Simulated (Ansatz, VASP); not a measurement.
TlZn4 in VASP and in Ansatz

```
Zn Tl
1.0
     4.82187    0.00000    0.00000
     0.00000    4.82187    0.00000
     0.00000    0.00000    4.82187
Zn Tl
4 1
Direct
  0.50000 0.50000 0.50000
  0.00000 0.50000 0.50000
  0.50000 0.00000 0.50000
  0.50000 0.50000 0.00000
  0.00000 0.00000 0.00000
```

Change from the starting cell: species swapped into the Mn4N type (Pm-3m, No. 221).

Alike in both runs: functional PBE; k mesh 4 × 4 × 4; occupations gaussian, width 0.1 eV; no spin polarisation.

Ansatz relaxed the structure, and its values are those at the end. VASP's run is a single point on that final structure, the one shown.

|  | VASP | Ansatz |
| --- | --- | --- |
| version | VASP 6.6.1 | Ansatz 0.2.0 |
| potentials or method | VASP PAW PBE potentials, release 64 (Zn, Tl_d) | scalar-relativistic, plane waves, PAW |
| plane-wave cutoff (eV) | 520 | 420 |
| valence electrons in the cell | 61 | 61 |

|  | VASP | Ansatz | Ansatz less VASP |
| --- | --- | --- | --- |
| gap on the k mesh at the Fermi level (eV) | none | none | - |
| pressure (GPa) | 0.1 | 0.1 | 0.00 |

A gap of «none» marks a metal or a gap that the smearing closes. With one functional, cell and mesh, what is left measures potentials, basis and numerics.

Spin-orbit coupling is left out, which matters for the levels of Tl.
